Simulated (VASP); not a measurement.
## GW-BSE spectrum of CdSe (Cadmoselite)

Aim: the optical spectrum of CdSe (Cadmoselite) with the electron-hole interaction. The cell is of the wurtzite type, one of the forms listed for this formula. The start is a cell from a database of measured crystal structures.

Program: VASP 6.6.1. Level of theory: LDA; plane waves and PAW (Cd, Se), in the first sound run; inputs show where later runs differ. Results are calculated unless marked as measured.

Most raw output is cut from this account.

The database entry behind the starting cell differs from later determinations by our own check (inner coordinate of an old entry), so it need not match the best structure at ambient conditions.

## (1) The starting structure

It takes space group P6_3mc (No. 186, hexagonal). The conventional cell has a = 4.300 Å, b = 4.300 Å, c = 7.020 Å, α = 90.00°, β = 90.00°, γ = 120.00°. Cd has 4 Se at 2.61 to 2.70 Å nearest. Nearest to Se lie 4 Cd at 2.61 to 2.70 Å. Farther neighbours and most contacts between anions are not listed.

## (2) Relaxation

The atoms are relaxed first inside the given cell, which is kept (ISIF = 2), since band edges depend on the positions.

The input, INCAR:

```
SYSTEM = CdSe
PREC = Accurate
ENCUT = 400
EDIFF = 1E-06
NELM = 100
ISMEAR = 0
SIGMA = 0.05
LREAL = .FALSE.
ALGO = Normal
GGA = CA
NBANDS = 24
LWAVE = .FALSE.
LCHARG = .FALSE.
KPAR = 8
IBRION = 2
NSW = 60
ISIF = 2
EDIFFG = -0.01
```

The input, POSCAR:

```
CdSe
1.0
    4.3000000000      0.0000000000      0.0000000000
   -2.1500000000      3.7239092363      0.0000000000
    0.0000000000      0.0000000000      7.0200000000
Cd Se
2 2
Direct
    0.6666666667      0.3333333333      0.5000000000
    0.3333333333      0.6666666667      0.0000000000
    0.6666666667      0.3333333333      0.8850000000
    0.3333333333      0.6666666667      0.3850000000
```

The input, KPOINTS:

```
Automatic mesh
0
Gamma
6 6 3
0 0 0
```

PAW data sets: Cd and Se (PBE family, release 64).

Run with:

```bash
mpirun -np 8 vasp_std
```

The job ended after 7.8 s (8 MPI ranks of Intel Xeon Platinum 8488C (Sapphire Rapids), shared host; peak memory 1.4 GiB).

The PAW data sets were made with PBE, though LDA sets exist; this is a small mismatch. The run keeps the 12 symmetry operations of its start, so it cannot find a distortion of lower symmetry.

Relaxation path:

```tsv
step	energy less that of the first step (eV)	largest force (eV/Å)
1	0.0000	0.2678
2	-0.0114	0.1719
3	-0.0185	0.0084
```

The atoms that moved most (Å):

```tsv
atom	dx	dy	dz	length
Se3	0.000	0.000	-0.034	0.034
Cd1	0.000	0.000	0.034	0.034
Cd2	0.000	0.000	0.034	0.034
Se4	0.000	0.000	-0.034	0.034
```

Final coordinates:

```
Cd Se
1.0
     4.30000    0.00000    0.00000
    -2.15000    3.72391    0.00000
     0.00000    0.00000    7.02000
Cd Se
2 2
Cartesian
  2.1500 1.2413 3.5438
  0.0000 2.4826 0.0338
  2.1500 1.2413 6.1789
  0.0000 2.4826 2.6689
```

Numbers from this step:

- free energy (TOTEN): -13.58 eV
- Fermi energy: 0.872 eV
- pressure: -1.717 GPa

At LDA, with these data sets, the largest force is down to 0.0084 eV/Å.

## (3) Ground state

This step: LDA; plane waves and PAW (Cd_GW, Se_GW) (VASP 6.6.1).

The orbitals come from a self-consistent LDA run with a tight EDIFF and a narrow smearing. KPOINTS_OPT adds the bands along a path, which shows whether the mesh holds the band edges.

The input, INCAR:

```
SYSTEM = CdSe
PREC = Accurate
ENCUT = 300
EDIFF = 1E-08
NELM = 100
ISMEAR = 0
SIGMA = 0.01
LREAL = .FALSE.
ALGO = Normal
GGA = CA
NBANDS = 24
LORBIT = 11
LWAVE = .TRUE.
LCHARG = .FALSE.
KPAR = 8
```

The input, POSCAR:

```
CdSe
1.0
    4.3000000000      0.0000000000      0.0000000000
   -2.1500000000      3.7239092363      0.0000000000
    0.0000000000      0.0000000000      7.0200000000
Cd Se
2 2
Direct
    0.6666666667      0.3333333333      0.5048206220
    0.3333333333      0.6666666667      0.0048206220
    0.6666666667      0.3333333333      0.8801793780
    0.3333333333      0.6666666667      0.3801793780
```

The input, KPOINTS:

```
Automatic mesh
0
Gamma
6 6 4
0 0 0
```

The input, KPOINTS_OPT:

```
Line mode
12
Line-mode
Reciprocal
  0.00000000   0.00000000   0.00000000 GAMMA
  0.50000000   0.00000000   0.00000000 M

  0.50000000   0.00000000   0.00000000 M
  0.33333333   0.33333333   0.00000000 K

  0.33333333   0.33333333   0.00000000 K
  0.00000000   0.00000000   0.00000000 GAMMA

  0.00000000   0.00000000   0.00000000 GAMMA
  0.00000000   0.00000000   0.50000000 A

  0.00000000   0.00000000   0.50000000 A
  0.50000000   0.00000000   0.50000000 L

  0.50000000   0.00000000   0.50000000 L
  0.33333333   0.33333333   0.50000000 H

  0.33333333   0.33333333   0.50000000 H
  0.00000000   0.00000000   0.50000000 A

  0.50000000   0.00000000   0.50000000 L
  0.50000000   0.00000000   0.00000000 M

  0.33333333   0.33333333   0.00000000 K
  0.33333333   0.33333333   0.50000000 H
```

The projector-augmented-wave data sets are Cd_GW and Se_GW (LDA family, release 64).

Run with:

```bash
mpirun -np 8 vasp_std
```

Run time: 13 s. Hardware: 8 MPI ranks; peak memory 1.5 GiB.

This step gave:

```yaml
fermi_energy: 2.083 eV
pressure: -1.914 GPa
least_gap_on_mesh_and_path: 0.4041 eV
least_direct_gap_on_mesh_and_path: 0.4041 eV
```

The highest empty bands on the path are converged less tightly, to about 0.1 eV. Electronic bands along the path, in eV, zero at the valence-band top; v1 is the highest filled band, c1 the lowest empty one:

```tsv
point	v4	v3	v2	v1	c1	c2	c3	c4
Γ	-0.78	-0.06	0.00	0.00	0.40	2.00	5.72	5.72
0.55 of the way	-2.38	-1.47	-0.63	-0.45	2.53	3.32	4.96	5.68
M	-2.73	-1.90	-1.38	-0.77	3.03	3.15	4.60	5.95
0.55 of the way	-2.79	-2.25	-1.55	-1.35	3.85	4.24	4.31	5.95
K	-3.13	-1.93	-1.93	-1.72	4.02	4.64	4.64	6.80
0.55 of the way	-2.43	-1.58	-0.60	-0.56	2.64	3.78	4.89	5.39
Γ	-0.78	-0.06	0.00	0.00	0.40	2.00	5.72	5.72
0.45 of the way	-0.69	-0.69	-0.10	-0.10	1.43	2.08	5.60	5.79
A	-0.41	-0.41	-0.41	-0.41	2.17	2.17	5.66	5.66
0.45 of the way	-1.37	-1.37	-0.86	-0.86	3.18	3.18	4.82	4.82
L	-1.40	-1.40	-1.38	-1.38	2.73	2.73	4.71	4.71
0.45 of the way	-1.97	-1.97	-1.22	-1.22	3.20	3.20	5.06	5.06
H	-2.50	-2.50	-1.16	-1.16	3.58	3.58	5.61	5.61
0.55 of the way	-1.39	-1.39	-1.15	-1.15	3.50	3.50	4.77	4.77
A	-0.41	-0.41	-0.41	-0.41	2.17	2.17	5.66	5.66
jump to L	-1.40	-1.40	-1.38	-1.38	2.73	2.73	4.71	4.71
0.55 of the way	-2.31	-1.77	-1.20	-0.93	2.63	3.18	5.00	5.15
M	-2.73	-1.90	-1.38	-0.77	3.03	3.15	4.60	5.95
jump to K	-3.13	-1.93	-1.93	-1.72	4.02	4.64	4.64	6.80
0.45 of the way	-2.98	-1.93	-1.60	-1.60	4.21	4.21	4.42	6.31
H	-2.50	-2.50	-1.16	-1.16	3.58	3.58	5.61	5.61
```

Of the projections kept (Cd, Se), the largest for each band there; the rest of the weight can lie on other orbitals:

```tsv
point	v4	v3	v2	v1	c1	c2	c3	c4
Γ	Se 0.76	Se 0.79	Se 0.79	Se 0.79	Cd 0.59	Cd 0.69	Cd 0.80	Cd 0.80
M	Se 0.68	Se 0.75	Se 0.72	Se 0.77	Cd 0.56	Cd 0.72	Se 0.54	Se 0.59
K	Se 0.72	Se 0.71	Se 0.71	Se 0.72	Cd 0.68	Se 0.54	Se 0.54	Se 0.75
Γ	Se 0.76	Se 0.79	Se 0.79	Se 0.79	Cd 0.59	Cd 0.69	Cd 0.80	Cd 0.80
A	Se 0.77	Se 0.77	Se 0.77	Se 0.77	Cd 0.55	Cd 0.55	Se 0.53	Se 0.53
L	Se 0.74	Se 0.74	Se 0.75	Se 0.75	Cd 0.66	Cd 0.66	Cd 0.66	Cd 0.66
```

The cell has a gap of 0.404 eV on mesh and path. Spin-orbit coupling is left out, which can shift or reorder these edges.

## (4) Empty bands

The next step needs empty bands that the ground-state run didn't converge, so the Hamiltonian is diagonalised exactly for NBANDS bands, in a single step. LOPTICS writes the k-derivatives of the orbitals (WAVEDER), which give the long-wavelength limit of the screening.

The input, INCAR:

```
SYSTEM = CdSe
PREC = Accurate
ENCUT = 300
ISMEAR = 0
SIGMA = 0.01
LREAL = .FALSE.
GGA = CA
NBANDS = 256
ALGO = Exact
NELM = 1
LWAVE = .TRUE.
LCHARG = .FALSE.
LOPTICS = .TRUE.
NEDOS = 1000
CSHIFT = 0.1
```

POSCAR is that of step 3.

KPOINTS is that of step 3.

Run with:

```bash
mpirun -np 8 vasp_std
```

Elapsed: 20 s, on 8 MPI ranks; peak memory 2 GiB; 2.1 min of CPU time.

The gap is read on the k-mesh alone, so it is an upper bound where the band edges lie off the mesh.

This step gave:

```
gap on the k-mesh              : 0.4041 eV
least direct gap on the k-mesh : 0.4041 eV
```

WAVECAR now holds 256 bands for 36 electrons. Its independent-particle dielectric tensor has xx, yy, zz = 32.5, 32.5, 23.9 on this mesh, which isn't tested for convergence in mesh or bands and lacks local fields. A value this large is set by the few k points at the smallest gap, and it enters the screening of any GW step.

## (5) evGW0

This step: evGW0 on LDA; plane waves and PAW (Cd_GW, Se_GW) (VASP 6.6.1).

The lowest NBANDSGW levels in G are updated for four passes while W stays fixed, so the result depends less on the starting levels. LWAVE keeps the quasiparticle levels in WAVECAR, and the W files hold the screened interaction for the next step.

The input, INCAR:

```
SYSTEM = CdSe
PREC = Accurate
ENCUT = 300
ISMEAR = 0
SIGMA = 0.01
LREAL = .FALSE.
GGA = CA
NBANDS = 256
ALGO = EVGW0
NELMGW = 4
ENCUTGW = 100
NOMEGA = 48
PRECFOCK = Fast
NBANDSGW = 32
LWAVE = .TRUE.
LCHARG = .FALSE.
```

POSCAR is that of step 4.

KPOINTS is that of step 4.

Run with:

```bash
mpirun -np 8 vasp_std
```

Run time: 37 min. Hardware: 8 MPI ranks; peak memory 3.4 GiB; 4.4 h of CPU time.

This step gave:

```
quasiparticle gap on the mesh                 : 1.431 eV
smallest direct quasiparticle gap on the mesh : 1.431 eV
gap of the starting orbitals on the mesh      : 0.4041 eV
```

QP gap by iteration, by row:

```tsv
iteration	gap (eV)	direct gap (eV)
1	1.265	1.265
2	1.401	1.401
3	1.426	1.426
4	1.431	1.431
```

GW takes the gap from 0.404 to 1.431 eV. The last pass still moved it by +5 meV. Spin-orbit coupling is left out. The value holds for 256 bands, ENCUTGW = 100 eV and this mesh, and isn't shown to be converged in them. VASP warns that the automatic setting of its frequency mesh failed and advises more k points, so the value is in doubt.

## (6) BSE, Tamm-Dancoff

This step: BSE on evGW0 on LDA; plane waves and PAW (Cd_GW, Se_GW) (VASP 6.6.1).

The Bethe-Salpeter equation adds the screened attraction of electron and hole to the quasiparticle pairs; ANTIRES = 0 leaves out the coupling to antiresonant pairs.

The input, INCAR:

```
SYSTEM = CdSe
PREC = Accurate
ENCUT = 300
ISMEAR = 0
SIGMA = 0.01
LREAL = .FALSE.
GGA = CA
NBANDS = 256
ALGO = BSE
NBANDSO = 5
NBANDSV = 4
OMEGAMAX = 25
NEDOS = 1000
CSHIFT = 0.1
PRECFOCK = Fast
LWAVE = .FALSE.
LCHARG = .FALSE.
ENCUTGW = 100
ANTIRES = 0
```

POSCAR is that of step 5.

KPOINTS is that of step 5.

Run with:

```bash
mpirun -np 8 vasp_std
```

Elapsed: 18 s, on 8 MPI ranks; peak memory 3.9 GiB.

Numbers from this step:

```
lowest excitation : 1.354 eV
```

The imaginary dielectric function has structure finer than the step of the table below, so its rows give means over 0.5 eV, whole bins alone (the curve runs from 0 to 25 eV). Peaks (eV: height): xx 1.38: 49.5, 3.55: 12.8, 4.38: 13.0; zz 1.38: 42.5, 2.93: 11.4, 3.80: 8.33, 4.43: 24.7, 5.31: 12.0, 7.06: 7.87.

From 5 filled and 4 empty bands alone, without any pair above OMEGAMAX = 25 eV, so strength is missing wherever others contribute; lines are broadened by CSHIFT, which also makes the tail under the first line. The imaginary dielectric function by photon energy; means over each step:

```tsv
photon energy (eV)	xx	zz
0.5	0.647	0.491
1.0	6.47	4.00
1.5	21.9	20.4
2.0	1.79	1.63
2.5	3.66	1.27
3.0	3.43	5.76
3.5	7.12	2.65
4.0	4.39	4.71
4.5	9.17	13.5
5.0	8.85	6.07
5.5	4.77	8.19
6.0	5.70	3.07
6.5	4.35	4.78
7.0	7.09	6.74
7.5	4.60	4.27
8.0	2.71	1.85
8.5	1.59	1.31
9.0	0.654	0.635
9.5	0.312	0.369
10.0	0.179	0.230
10.5	0.147	0.113
11.0	0.0627	0.0509
11.5	0.0445	0.0481
12.0	0.0336	0.0299
12.5	0.0247	0.0232
13.0	0.0204	0.0192
13.5	0.0173	0.0162
14.0	0.0148	0.0140
14.5	0.0128	0.0121
15.0	0.0112	0.0106
15.5	0.00993	0.00934
16.0	0.00878	0.00827
16.5	0.00784	0.00739
17.0	0.00705	0.00663
17.5	0.00633	0.00598
18.0	0.00573	0.00541
18.5	0.00521	0.00492
19.0	0.00476	0.00446
19.5	0.00436	0.00410
```

Some of the lowest 40 states alone, with states under 2.5 meV apart joined, scaled to the strongest line shown. Exciton lines, with heights relative to the strongest:

```tsv
position (eV)	lines merged	oscillator strength
1.354	2	100
1.399	1	43
2.202	2	0.0
2.539	2	11
2.552	2	0.0
2.917	2	9.4
2.922	1	0.0
2.941	2	0.0
2.947	2	11
2.983	2	0.0
2.991	2	0.0
3.022	2	0.0
3.033	1	0.0
3.046	1	0.0
3.136	2	0.0
3.149	2	0.0
3.233	2	0.0
3.247	2	0.0
3.580	2	24
```

The lowest excitation lies at 1.354 eV, -78 meV against the direct gap of these orbitals, a distance that this coarse mesh makes far too large. Peak heights aren't converged with the mesh, least of all at the onset.

## (7) Without the electron-hole attraction

This step: BSE on evGW0 on LDA, without the electron-hole attraction; plane waves and PAW (Cd_GW, Se_GW) (VASP 6.6.1).

LADDER = .FALSE. removes the attraction and keeps the local fields, which shows what the attraction does.

Edit INCAR of step 6 so:

```diff
@@ -19 +19,2 @@
 ANTIRES = 0
+LADDER = .FALSE.
```

POSCAR is that of step 6.

KPOINTS is that of step 6.

Run with:

```bash
mpirun -np 8 vasp_std
```

It took 12 s on 8 MPI ranks; peak memory 2.6 GiB; 90 s of CPU time.

This step gave:

```
lowest excitation : 1.434 eV
```

The imaginary dielectric function has structure finer than the step of the table below, so its rows give means over 1 eV, whole bins alone (the curve runs from 0 to 25 eV). Peaks (eV: height): xx 1.4: 47.8, 5.3: 13.7, 6.1: 11.0; zz 1.5: 39.6, 3.1: 7.66, 4.8: 12.2, 5.8: 14.7, 7.6: 11.6.

From 5 filled and 4 empty bands alone, without any pair above OMEGAMAX = 25 eV, so strength is missing wherever others contribute; lines are broadened by CSHIFT, which also makes the tail under the first line. Table of imaginary dielectric function by photon energy; means over each step:

```tsv
photon energy (eV)	xx	zz
1	9.69	6.81
2	4.76	5.46
3	2.65	2.59
4	4.30	2.30
5	7.50	7.21
6	6.07	7.78
7	5.73	5.29
8	6.12	5.66
9	2.52	2.12
10	0.405	0.609
11	0.147	0.113
12	0.0521	0.0507
13	0.0285	0.0269
14	0.0198	0.0187
15	0.0146	0.0138
16	0.0112	0.0106
17	0.00885	0.00837
18	0.00713	0.00675
19	0.00586	0.00554
20	0.00487	0.00461
21	0.00411	0.00389
```

The lowest excitation lies at 1.434 eV, +80 meV against the Tamm-Dancoff singlet. Peak heights aren't converged with the mesh, least of all at the onset.

## (8) Triplet excitons

This step: BSE on evGW0 on LDA, triplet excitons; plane waves and PAW (Cd_GW, Se_GW) (VASP 6.6.1).

Without the local-field term (LHARTREE = .FALSE.), which is the exchange between electron and hole, the same equation gives the triplet excitons, which light can't excite.

Edit INCAR of step 7 so:

```diff
@@ -19,2 +19,2 @@
 ANTIRES = 0
-LADDER = .FALSE.
+LHARTREE = .FALSE.
```

POSCAR is that of step 7.

KPOINTS is that of step 7.

Run with:

```bash
mpirun -np 8 vasp_std
```

Elapsed: 12 s, on 8 MPI ranks; peak memory 3.9 GiB; 89 s of CPU time.

This step gave:

```yaml
lowest_excitation: 1.350 eV
```

The lowest excitation lies at 1.350 eV, -4 meV against the Tamm-Dancoff singlet.

## (9) Summary

This step: BSE on evGW0 on LDA; plane waves and PAW (VASP 6.6.1).

No new run; the numbers come from the runs before.

Cost is wall time times ranks on a shared host, for this step alone, without the steps before it. Excitations by level:

```tsv
level	first excitation (eV)	cost (core minutes)
BSE, Tamm-Dancoff	1.354	2.45
without the electron-hole attraction	1.434	1.57
triplet excitons	1.35	1.57
```

## (10) Summary of results

| Item | Value |
| --- | --- |
| BSE, Tamm-Dancoff | lowest vertical excitation 1.354 eV; direct gap 1.431 eV |
| without the electron-hole attraction | lowest vertical excitation 1.434 eV; direct gap 1.431 eV |
| triplet excitons | lowest vertical excitation 1.350 eV, dark by spin; direct gap 1.431 eV |

**Reading.** The Bethe-Salpeter equation puts the lowest vertical singlet excitation at 1.354 eV, 0.08 eV below the direct gap of 1.431 eV; the states within 10 meV of it carry 100 % of the strength of the strongest such group among the lowest 40 states. The attraction moves the centre of weight of eps2 xx over the computed range by -0.64 eV against the run without the attraction, a shift that holds the same mesh error. The lowest triplet lies 4 meV below the lowest singlet. The binding energy was not obtained: in a well-screened crystal the exciton spreads over many cells, and on this mesh its distance from the gap is set by the mesh and is far too large. On such a mesh the heights of single peaks aren't converged either. Bands, response cutoff and mesh of the GW step weren't tested in this session. The orbitals give an independent-particle dielectric component as large as 33 on this mesh, so the screening is unlikely to be converged. Only the bands set by NBANDSO and NBANDSV form pairs, and any pair above OMEGAMAX = 25 eV is dropped, so the spectrum is that of this window; the window can cut degenerate bands, and the ratio of directions in the curves is that of the window, not of the crystal. VASP warned in the GW step that its automatic frequency mesh may not suit quasiparticle energies. Spin-orbit coupling is left out; with Cd and Se in the cell it can split or shift band edges, by an amount that depends on which atoms form them and isn't tested here. Not tabulated here, as repeats of values shown or as unfit to read for their mesh, reference level or band range: gaps (relaxation); eps2 curves (empty bands); eps1 curves and static values (BSE, empty bands, without the electron-hole attraction); exciton binding energies (BSE, triplet excitons); line lists of runs without attraction (without the electron-hole attraction).

[Lines on the potential files, build, host, timing and source positions are cut from VASP's logs without a mark.]

[Logs are printed without paths, hosts, clocks, repeated set-up lines and the standing remarks that a program may print on its own settings, such as how far it seeks lower states.]

[Hosts, paths, dates, database ids (printed as entryN), source tags and the programs' standing remarks are cut or masked in the printed files.]

[Pressures printed for these runs are not shown converged in the cutoff: they can be off by several GPa and have the wrong sign.]
